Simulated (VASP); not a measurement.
# Lattice of Hf3C across functionals and dispersion corrections, part 2 of 5

How much does the cell of Hf3C depend on the functional? The cell is invented: it takes the structure of a Materials Project entry for Nb3Si (space group 223 there), with all of its atoms replaced by other elements, volume scaled by an estimate. It may not be a known or stable phase. LASPH is on for some levels and off for others; the table marks which.

VASP 6.6.1, plane waves and PAW; the level of theory is named at each step.

Still holding for the runs below: The k-mesh is coarse for a metal.

So far. Step 2 (Rough relaxation of the start cell): It ends with forces that vanish by symmetry and a pressure of 0.35 GPa.

## 3. Second relaxation

Level of this step: PBE; plane waves and PAW (Hf_pv, C); invented cell (VASP).

A relaxation keeps the plane waves of the cell it began with, so it is repeated from the new cell, on a basis made for it.

INCAR reads:

```
SYSTEM = Hf3C
PREC = Normal
ENCUT = 520
EDIFF = 1E-05
NELM = 60
ISMEAR = -1
SIGMA = 0.05
LREAL = .FALSE.
ALGO = Fast
GGA = PE
NBANDS = 42
LORBIT = 11
LWAVE = .FALSE.
LCHARG = .FALSE.
KPAR = 2
NCORE = 2
IBRION = 2
NSW = 40
ISIF = 3
EDIFFG = -0.04
```

POSCAR reads:

```
Hf3C
1.0
    5.1954971428      0.0000000000      0.0000000000
    0.0000000000      5.1954971428      0.0000000000
    0.0000000000      0.0000000000      5.1954971428
Hf C
6 2
Direct
    0.0000000000      0.5000000000      0.7500000000
    0.5000000000      0.2500000000      0.0000000000
    0.7500000000      0.0000000000      0.5000000000
    0.0000000000      0.5000000000      0.2500000000
    0.5000000000      0.7500000000      0.0000000000
    0.2500000000      0.0000000000      0.5000000000
    0.5000000000      0.5000000000      0.5000000000
    0.0000000000      0.0000000000      0.0000000000
```

KPOINTS reads:

```
Automatic mesh
0
Gamma
3 3 3
0 0 0
```

PAW data sets: Hf_pv and C (PBE family, release 64).

Run with:

```
$ mpirun -np 4 vasp_std
```

Output:

```text
[... set-up lines as in an earlier step ...]
 entering main loop
       N       E                     dE             d eps       ncg     rms          rms(c)
DAV:   1     0.300858688911E+03    0.30086E+03   -0.37735E+04   336   0.157E+03
DAV:   2    -0.497373033166E+02   -0.35060E+03   -0.33986E+03   376   0.380E+02
DAV:   3    -0.730992958974E+02   -0.23362E+02   -0.22525E+02   448   0.581E+01
DAV:   4    -0.737958876402E+02   -0.69659E+00   -0.68654E+00   408   0.955E+00
DAV:   5    -0.738143938289E+02   -0.18506E-01   -0.18476E-01   440   0.145E+00    0.980E+01
RMM:   6    -0.716191513904E+02    0.21952E+01   -0.16872E+01   418   0.929E+00    0.707E+01
RMM:   7    -0.722096339429E+02   -0.59048E+00   -0.14214E+01   386   0.966E+00    0.801E+00
RMM:   8    -0.706920333137E+02    0.15176E+01   -0.28847E+00   374   0.517E+00    0.346E+00
RMM:   9    -0.707984540016E+02   -0.10642E+00   -0.20036E+00   439   0.318E+00    0.375E+00
RMM:  10    -0.707255822336E+02    0.72872E-01   -0.17725E-01   366   0.120E+00    0.144E+00
RMM:  11    -0.707227855299E+02    0.27967E-02   -0.11494E-01   420   0.698E-01    0.277E-01
RMM:  12    -0.707231863095E+02   -0.40078E-03   -0.84894E-03   403   0.266E-01    0.288E-01
RMM:  13    -0.707231441178E+02    0.42192E-04   -0.12279E-03   358   0.863E-02    0.152E-01
RMM:  14    -0.707230922325E+02    0.51885E-04   -0.33502E-04   340   0.413E-02    0.495E-02
RMM:  15    -0.707230902664E+02    0.19661E-05   -0.10639E-04   291   0.198E-02    0.275E-02
RMM:  16    -0.707230895629E+02    0.70352E-06   -0.31205E-05   199   0.110E-02
   1 F= -.70723090E+02 E0= -.70669035E+02  d E =-.707231E+02
 curvature:   0.00 expect dE= 0.000E+00 dE for cont linesearch  0.000E+00
 trial: gam= 0.00000 g(F)=  0.515E-50 g(S)=  0.242E-02 ort = 0.000E+00 (trialstep = 0.100E+01)
 search vector abs. value=  0.242E-02
 bond charge predicted
       N       E                     dE             d eps       ncg     rms          rms(c)
DAV:   1    -0.707347086215E+02   -0.11618E-01   -0.29504E-01   416   0.289E+00    0.173E+00
RMM:   2    -0.707257345459E+02    0.89741E-02   -0.18404E-02   362   0.694E-01    0.650E-01
RMM:   3    -0.707231501136E+02    0.25844E-02   -0.98968E-03   355   0.449E-01    0.159E-01
RMM:   4    -0.707231911610E+02   -0.41047E-04   -0.21196E-03   431   0.209E-01    0.186E-01
RMM:   5    -0.707232190943E+02   -0.27933E-04   -0.22077E-04   403   0.711E-02    0.156E-01
RMM:   6    -0.707232158663E+02    0.32280E-05   -0.73909E-05   299   0.379E-02
   2 F= -.70723216E+02 E0= -.70668897E+02  d E =-.126303E-03
 trial-energy change:   -0.000126  1 .order   -0.000348   -0.002418    0.001721
 step:   0.5037(harm=  0.5841)  dis= 0.00000  next Energy=   -70.723670 (dE=-0.581E-03)
 reached required accuracy - stopping structural energy minimisation
```

Elapsed: 9.8 s, on 4 MPI ranks of AMD EPYC 7R43, shared host; peak memory 0.5 GiB.

OUTCAR, selected parts (step 3):

```text
  LATTYP: Found a simple cubic cell.
 ALAT       =     5.1954971428

 Found      4 irreducible k-points:

   ENCUT  =  520.0 eV  38.22 Ry    6.18 a.u.   9.66  9.66  9.66*2*pi/ulx,y,z

   NELECT =      68.0000    total number of electrons

 E-fermi :   5.3295

 k-point     1 :       0.0000    0.0000    0.0000
  band No.  band energies     occupation
    ...
     30       3.5082      2.00000
     31       3.5082      2.00000
     32       3.5082      2.00000
     33       4.5952      2.00000
     34       4.6032      2.00000
     35       5.4248      0.25881
     36       5.4248      0.25881
     37       5.4248      0.25881
     38       6.0759      0.00000
     39       6.0759      0.00000
    ...

 k-point     2 :       0.3333    0.0000    0.0000
  band No.  band energies     occupation
    ...
     32       3.7949      2.00000
     33       4.8977      1.99965
     34       5.0667      1.98963
     35       5.0667      1.98963
     36       5.3327      0.96860
     37       5.5072      0.05564
     38       5.7273      0.00070
     39       5.9966      0.00000
     40       7.6504      0.00000
     41       7.8283      0.00000
    ...

  Total       -0.2602574     -0.2602574     -0.2602574     -0.0000000      0.0000000      0.0000000
  in kB       -2.9536789     -2.9536789     -2.9536789     -0.0000000      0.0000000      0.0000000
  external PRESSURE =      -2.9536789 kB  Pullay stress =       0.0000000 kB

  energy-cutoff  :      520.00
  volume of cell :      141.17
      direct lattice vectors                 reciprocal lattice vectors
     5.206950918  0.000000000 -0.000000000     0.192050975 -0.000000000  0.000000000
     0.000000000  5.206950918  0.000000000    -0.000000000  0.192050975 -0.000000000
    -0.000000000  0.000000000  5.206950918     0.000000000 -0.000000000  0.192050975

 POSITION                                       TOTAL-FORCE (eV/Angst)
 -----------------------------------------------------------------------------------
      5.20695      2.60348      3.90521        -0.000000     -0.000000      0.000000
      2.60348      1.30174      5.20695        -0.000000     -0.000000      0.000000
      3.90521      0.00000      2.60348         0.000000      0.000000      0.000000
      5.20695      2.60348      1.30174         0.000000      0.000000     -0.000000
      2.60348      3.90521      0.00000        -0.000000      0.000000     -0.000000
      1.30174      0.00000      2.60348        -0.000000     -0.000000     -0.000000
      2.60348      2.60348      2.60348         0.000000      0.000000     -0.000000
      5.20695      5.20695      0.00000         0.000000      0.000000     -0.000000
 -----------------------------------------------------------------------------------
    total drift:                                0.000000      0.000000      0.000000

  FREE ENERGIE OF THE ION-ELECTRON SYSTEM (eV)
  ---------------------------------------------------
  free  energy   TOTEN  =       -70.7232158663 eV

  energy  without entropy=      -70.6145775192  energy(sigma->0) =      -70.66889669

 total charge
# of ion       s       p       d       tot
------------------------------------------
    1        0.396   6.371   1.762   8.528
    2        0.396   6.371   1.762   8.528
    3        0.396   6.371   1.762   8.528
    4        0.396   6.371   1.762   8.528
    5        0.396   6.371   1.762   8.528
    6        0.396   6.371   1.762   8.528
    7        0.877   1.191   0.000   2.068
    8        0.877   1.191   0.000   2.068
--------------------------------------------------
tot          4.127  40.605  10.571  55.303

[... 6 parts as in an earlier step ...]

[... 4 further parts left out ...]
```

CONTCAR:

```
Hf3C
   1.00000000000000
     5.2069509178660329    0.0000000000000000   -0.0000000000000000
     0.0000000000000000    5.2069509178660329    0.0000000000000000
    -0.0000000000000000    0.0000000000000000    5.2069509178660329
  Hf              C
     6     2
Direct
     1.0000000000000000    0.5000000000000000    0.7500000000000000
     0.5000000000000000    0.2500000000000000    1.0000000000000000
     0.7500000000000000    0.0000000000000000    0.5000000000000000
     1.0000000000000000    0.5000000000000000    0.2500000000000000
     0.5000000000000000    0.7500000000000000    0.0000000000000000
     0.2500000000000000    0.0000000000000000    0.5000000000000000
     0.5000000000000000    0.5000000000000000    0.5000000000000000
     1.0000000000000000    1.0000000000000000    0.0000000000000000
```

The steps of the relaxation:

```
step  energy less that of the first step (eV)  largest force (eV/Å)  pressure (GPa)  volume (Å³)
   1                                   0.0000                0.0000            0.42       140.24
   2                                  -0.0001                0.0000           -0.30       141.17
```

```
conventional cell, symmetrised  before  after  change
                         a (Å)   5.195  5.207  +0.2 %
                         b (Å)   5.195  5.207  +0.2 %
                         c (Å)   5.195  5.207  +0.2 %
              volume (Å³/atom)   17.53  17.65  +0.7 %
```

The relaxed structure:

```cif
data_structure
_symmetry_space_group_name_H-M 'P 1'
_symmetry_Int_Tables_number 1
_cell_length_a 5.2070
_cell_length_b 5.2070
_cell_length_c 5.2070
_cell_angle_alpha 90.000
_cell_angle_beta 90.000
_cell_angle_gamma 90.000
_cell_volume 141.17
loop_
_atom_site_label
_atom_site_type_symbol
_atom_site_fract_x
_atom_site_fract_y
_atom_site_fract_z
_atom_site_occupancy
Hf1 Hf 0.00000 0.50000 0.75000 1
Hf2 Hf 0.50000 0.25000 0.00000 1
Hf3 Hf 0.75000 0.00000 0.50000 1
Hf4 Hf 0.00000 0.50000 0.25000 1
Hf5 Hf 0.50000 0.75000 0.00000 1
Hf6 Hf 0.25000 0.00000 0.50000 1
C7 C 0.50000 0.50000 0.50000 1
C8 C 0.00000 0.00000 0.00000 1
```

This step gave:

```
free energy (TOTEN)             : -70.7232 eV
energy at zero smearing         : -70.6689 eV
Fermi energy                    : 5.330 eV
pressure                        : -0.2954 GPa
SCF cycles over all ionic steps : 22
```

It ends with forces that vanish by symmetry and a pressure of -0.30 GPa.

## 4. Relaxation with PBE

Properties are meant for the cell that this level of theory prefers, so cell and atoms are relaxed first (ISIF = 3) until forces and stress are small; EDIFFG sets the threshold.

INCAR reads:

```
SYSTEM = Hf3C
PREC = Accurate
ENCUT = 560
EDIFF = 1E-06
NELM = 100
ISMEAR = -1
SIGMA = 0.05
LREAL = .FALSE.
ALGO = Normal
GGA = PE
NBANDS = 42
LORBIT = 11
LWAVE = .FALSE.
LCHARG = .FALSE.
KPAR = 4
IBRION = 2
NSW = 60
ISIF = 3
EDIFFG = -0.01
```

Edit POSCAR of step 3 so:

```diff
@@ -2,5 +2,5 @@
 1.0
-    5.1954971428      0.0000000000      0.0000000000
-    0.0000000000      5.1954971428      0.0000000000
-    0.0000000000      0.0000000000      5.1954971428
+    5.2069509179      0.0000000000      0.0000000000
+    0.0000000000      5.2069509179      0.0000000000
+    0.0000000000      0.0000000000      5.2069509179
 Hf C
```

KPOINTS reads:

```
Automatic mesh
0
Gamma
4 4 4
0 0 0
```

Run with:

```
$ mpirun -np 4 vasp_std
```

Output:

```text
[banner, memory and clock lines left out]
running    4 mpi-ranks, on    1 nodes
 distrk:  each k-point on    1 cores,    4 groups
 distr:  one band on    1 cores,    1 groups

 POSCAR found type information on POSCAR HfC
 POSCAR found :  2 types and       8 ions
 LDA part: xc-table for (Slater+PW92), standard interpolation
 POSCAR, INCAR and KPOINTS ok, starting setup
 FFT: planning ... GRIDC
 FFT: planning ... GRID_SOFT
 FFT: planning ... GRID
 WAVECAR not read
 entering main loop
       N       E                     dE             d eps       ncg     rms          rms(c)
DAV:   1     0.299516278352E+03    0.29952E+03   -0.39186E+04   840   0.166E+03
DAV:   2    -0.499905704339E+02   -0.34951E+03   -0.33855E+03   956   0.389E+02
DAV:   3    -0.732188074556E+02   -0.23228E+02   -0.22349E+02  1128   0.578E+01
DAV:   4    -0.740330123409E+02   -0.81420E+00   -0.78331E+00  1048   0.989E+00
DAV:   5    -0.740529927609E+02   -0.19980E-01   -0.19923E-01  1086   0.143E+00    0.980E+01
DAV:   6    -0.717160975459E+02    0.23369E+01   -0.20380E+01  1040   0.120E+01    0.676E+01
DAV:   7    -0.724460164467E+02   -0.72992E+00   -0.19277E+01  1120   0.107E+01    0.724E+00
DAV:   8    -0.708399691718E+02    0.16060E+01   -0.10762E+01  1054   0.728E+00    0.460E+00
DAV:   9    -0.708863982916E+02   -0.46429E-01   -0.61793E-01   976   0.265E+00    0.106E+00
DAV:  10    -0.708835716574E+02    0.28266E-02   -0.46217E-02  1056   0.714E-01    0.987E-01
DAV:  11    -0.708839919753E+02   -0.42032E-03   -0.84364E-03  1172   0.267E-01    0.684E-01
DAV:  12    -0.708834208238E+02    0.57115E-03   -0.13555E-03  1072   0.963E-02    0.266E-01
DAV:  13    -0.708833741437E+02    0.46680E-04   -0.32553E-04  1112   0.505E-02    0.378E-02
DAV:  14    -0.708833686989E+02    0.54448E-05   -0.30369E-05   914   0.151E-02    0.753E-03
DAV:  15    -0.708833688595E+02   -0.16067E-06   -0.20170E-06   746   0.518E-03
   1 F= -.70883369E+02 E0= -.70833587E+02  d E =-.708834E+02
 curvature:   0.00 expect dE= 0.000E+00 dE for cont linesearch  0.000E+00
 trial: gam= 0.00000 g(F)=  0.251E-51 g(S)=  0.434E-02 ort = 0.000E+00 (trialstep = 0.100E+01)
 search vector abs. value=  0.434E-02
 bond charge predicted
       N       E                     dE             d eps       ncg     rms          rms(c)
DAV:   1    -0.709038691709E+02   -0.20500E-01   -0.53204E-01   840   0.389E+00    0.227E+00
DAV:   2    -0.708889678221E+02    0.14901E-01   -0.37414E-02   878   0.945E-01    0.522E-01
DAV:   3    -0.708846818422E+02    0.42860E-02   -0.72773E-03   898   0.405E-01    0.171E-01
DAV:   4    -0.708839345699E+02    0.74727E-03   -0.16977E-03   938   0.199E-01    0.122E-01
DAV:   5    -0.708839117187E+02    0.22851E-04   -0.15670E-04  1058   0.530E-02    0.716E-02
DAV:   6    -0.708839192479E+02   -0.75292E-05   -0.12331E-05   876   0.126E-02    0.165E-02
DAV:   7    -0.708839197893E+02   -0.54137E-06   -0.10612E-06   604   0.468E-03
   2 F= -.70883920E+02 E0= -.70834277E+02  d E =-.550930E-03
 trial-energy change:   -0.000551  1 .order   -0.000519   -0.004338    0.003300
 step:   0.5741(harm=  0.5679)  dis= 0.00000  next Energy=   -70.884620 (dE=-0.125E-02)
 bond charge predicted
       N       E                     dE             d eps       ncg     rms          rms(c)
DAV:   1    -0.708882540695E+02   -0.43348E-02   -0.96313E-02   840   0.166E+00    0.972E-01
DAV:   2    -0.708855597298E+02    0.26943E-02   -0.68447E-03   870   0.404E-01    0.223E-01
DAV:   3    -0.708847818107E+02    0.77792E-03   -0.13055E-03   904   0.171E-01    0.730E-02
DAV:   4    -0.708846388023E+02    0.14301E-03   -0.31358E-04   908   0.854E-02    0.512E-02
DAV:   5    -0.708846279410E+02    0.10861E-04   -0.28101E-05  1038   0.224E-02    0.307E-02
DAV:   6    -0.708846257870E+02    0.21540E-05   -0.24388E-06   732   0.562E-03    0.706E-03
DAV:   7    -0.708846255661E+02    0.22085E-06   -0.22569E-07   444   0.221E-03
   3 F= -.70884626E+02 E0= -.70834905E+02  d E =-.125671E-02
 curvature:  -0.28 expect dE=-0.629E-07 dE for cont linesearch -0.629E-07
 trial: gam= 0.00000 g(F)=  0.243E-51 g(S)=  0.222E-06 ort =-0.310E-04 (trialstep = 0.915E+00)
 search vector abs. value=  0.222E-06
 reached required accuracy - stopping structural energy minimisation
```

Elapsed: 58 s, on 4 MPI ranks; peak memory 0.96 GiB; 3.8 min of CPU time.

Parts of OUTCAR (step 4):

```text
  LATTYP: Found a simple cubic cell.
 ALAT       =     5.2069509179

 Found     10 irreducible k-points:

   k-points           NKPTS =     10   k-points in BZ     NKDIM =     10   number of bands    NBANDS=     42

   dimension x,y,z NGX =    40 NGY =   40 NGZ =   40
   dimension x,y,z NGXF=    80 NGYF=   80 NGZF=   80

   ENCUT  =  560.0 eV  41.16 Ry    6.42 a.u.  10.05 10.05 10.05*2*pi/ulx,y,z

   NELECT =      68.0000    total number of electrons

 E-fermi :   5.3313

 k-point     1 :       0.0000    0.0000    0.0000
  band No.  band energies     occupation
    ...
     30       3.5446      2.00000
     31       3.5446      2.00000
     32       3.5446      2.00000
     33       4.6263      2.00000
     34       4.6478      2.00000
     35       5.4583      0.14623
     36       5.4583      0.14623
     37       5.4583      0.14623
     38       6.1268      0.00000
     39       6.1268      0.00000
    ...

 k-point     2 :       0.2500    0.0000    0.0000
  band No.  band energies     occupation
    ...
     32       3.7400      2.00000
     33       4.8043      1.99995
     34       5.2573      1.62865
     35       5.2678      1.56138
     36       5.2678      1.56138
     37       5.4148      0.31652
     38       5.9786      0.00000
     39       6.0737      0.00000
     40       7.8714      0.00000
     41       8.0986      0.00000
    ...

  Total        0.0035005      0.0035005      0.0035005      0.0000000      0.0000000     -0.0000000
  in kB        0.0399297      0.0399297      0.0399297      0.0000000      0.0000000     -0.0000000
  external PRESSURE =       0.0399297 kB  Pullay stress =       0.0000000 kB

  energy-cutoff  :      560.00
  volume of cell :      140.46
      direct lattice vectors                 reciprocal lattice vectors
     5.198124093  0.000000000  0.000000000     0.192377093 -0.000000000 -0.000000000
     0.000000000  5.198124093 -0.000000000     0.000000000  0.192377093  0.000000000
     0.000000000 -0.000000000  5.198124093     0.000000000  0.000000000  0.192377093

 POSITION                                       TOTAL-FORCE (eV/Angst)
 -----------------------------------------------------------------------------------
      0.00000      2.59906      3.89859        -0.000000      0.000000      0.000000
      2.59906      1.29953     -0.00000        -0.000000     -0.000000      0.000000
      3.89859     -0.00000      2.59906        -0.000000     -0.000000      0.000000
      0.00000      2.59906      1.29953         0.000000     -0.000000     -0.000000
      2.59906      3.89859     -0.00000         0.000000     -0.000000     -0.000000
      1.29953     -0.00000      2.59906         0.000000      0.000000     -0.000000
      2.59906      2.59906      2.59906         0.000000     -0.000000      0.000000
      0.00000      0.00000     -0.00000         0.000000     -0.000000      0.000000
 -----------------------------------------------------------------------------------
    total drift:                               -0.000000     -0.000000      0.000000

  FREE ENERGIE OF THE ION-ELECTRON SYSTEM (eV)
  ---------------------------------------------------
  free  energy   TOTEN  =       -70.8846255661 eV

  energy  without entropy=      -70.7851839295  energy(sigma->0) =      -70.83490475

 total charge
# of ion       s       p       d       tot
------------------------------------------
    1        0.394   6.368   1.780   8.542
    2        0.394   6.368   1.780   8.542
    3        0.394   6.368   1.780   8.542
    4        0.394   6.368   1.780   8.542
    5        0.394   6.368   1.780   8.542
    6        0.394   6.368   1.780   8.542
    7        0.880   1.192   0.000   2.072
    8        0.880   1.192   0.000   2.072
--------------------------------------------------
tot          4.127  40.593  10.679  55.398

[... 3 parts as in an earlier step ...]

[... 7 further parts left out ...]
```

CONTCAR:

```
Hf3C
   1.00000000000000
     5.1981240932623942    0.0000000000000000    0.0000000000000000
     0.0000000000000000    5.1981240932623942   -0.0000000000000000
     0.0000000000000000   -0.0000000000000000    5.1981240932623942
  Hf              C
     6     2
Direct
     0.0000000000000000    0.5000000000000000    0.7500000000000000
     0.5000000000000000    0.2500000000000000    0.0000000000000000
     0.7500000000000000    0.0000000000000000    0.5000000000000000
     0.0000000000000000    0.5000000000000000    0.2500000000000000
     0.5000000000000000    0.7500000000000000    0.0000000000000000
     0.2500000000000000    0.0000000000000000    0.5000000000000000
     0.5000000000000000    0.5000000000000000    0.5000000000000000
     0.0000000000000000    0.0000000000000000    0.0000000000000000
```

The steps of the relaxation:

```
step  energy less that of the first step (eV)  largest force (eV/Å)  pressure (GPa)  volume (Å³)
   1                                   0.0000                0.0000           -0.56       141.17
   2                                  -0.0006                0.0000            0.43       139.93
   3                                  -0.0013                0.0000            0.00       140.46
```

```
conventional cell, symmetrised  before  after  change
                         a (Å)   5.207  5.198  -0.2 %
                         b (Å)   5.207  5.198  -0.2 %
                         c (Å)   5.207  5.198  -0.2 %
              volume (Å³/atom)   17.65  17.56  -0.5 %
```

The relaxed structure:

```cif
data_structure
_symmetry_space_group_name_H-M 'P 1'
_symmetry_Int_Tables_number 1
_cell_length_a 5.1981
_cell_length_b 5.1981
_cell_length_c 5.1981
_cell_angle_alpha 90.000
_cell_angle_beta 90.000
_cell_angle_gamma 90.000
_cell_volume 140.46
loop_
_atom_site_label
_atom_site_type_symbol
_atom_site_fract_x
_atom_site_fract_y
_atom_site_fract_z
_atom_site_occupancy
Hf1 Hf 0.00000 0.50000 0.75000 1
Hf2 Hf 0.50000 0.25000 0.00000 1
Hf3 Hf 0.75000 0.00000 0.50000 1
Hf4 Hf 0.00000 0.50000 0.25000 1
Hf5 Hf 0.50000 0.75000 0.00000 1
Hf6 Hf 0.25000 0.00000 0.50000 1
C7 C 0.50000 0.50000 0.50000 1
C8 C 0.00000 0.00000 0.00000 1
```

This step gave:

| Item | Value |
| --- | --- |
| irreducible k-points | 10 |
| free energy (TOTEN) | -70.8846 eV |
| energy at zero smearing | -70.8349 eV |
| Fermi energy | 5.331 eV |
| pressure | 0.003993 GPa |
| SCF cycles over all ionic steps | 29 |

It ends with forces that vanish by symmetry and a pressure of 0.00 GPa. The conventional cell has a = 5.198 Å.

(Part 2 of 5 ends here.)

[Lines on the potential files, build, host, timing and source positions are cut from VASP's logs without a mark.]

[Logs are printed without paths, hosts, clocks, repeated set-up lines and the standing remarks that a program may print on its own settings, such as how far it seeks lower states.]

[Hosts, paths, dates, database ids (printed as entryN), source tags and the programs' standing remarks are cut or masked in the printed files.]

[A measured line is paired with the nearest computed mode of its activity, which favours agreement.]
